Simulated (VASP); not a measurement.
```
CELL_PARAMETERS angstrom
      0.00000     1.97156     1.97156
      1.97156     0.00000     1.97156
      1.97156     1.97156     0.00000
ATOMIC_POSITIONS crystal
  Pd 0.00000 0.00000 0.00000
```

These are PBE GGA, VASP's PBE PAW potentials (set 64) (plane waves; VASP) values and carry that method's errors. Settings: 480 eV cut-off, 14×14×14 Γ-centred mesh, first-order Methfessel-Paxton smearing of 0.10 eV, potentials Pd.

Question: Estimate the energy per atom (σ→0), band gap (on the k-mesh) with the smallest direct gap where there is one.

Answer: 
```
Property                                                     Value
------------------------  ----------------------------------------
band gap (on the k-mesh)  none (metal, semimetal or under 0.01 eV)
energy per atom (σ→0)                       -502.3 kJ/mol of atoms
```

The absolute energy has meaning only against runs of the same code, potentials and settings.

The compound is Pd in the fcc structure. It was relaxed first. The start is the result of an earlier pass.
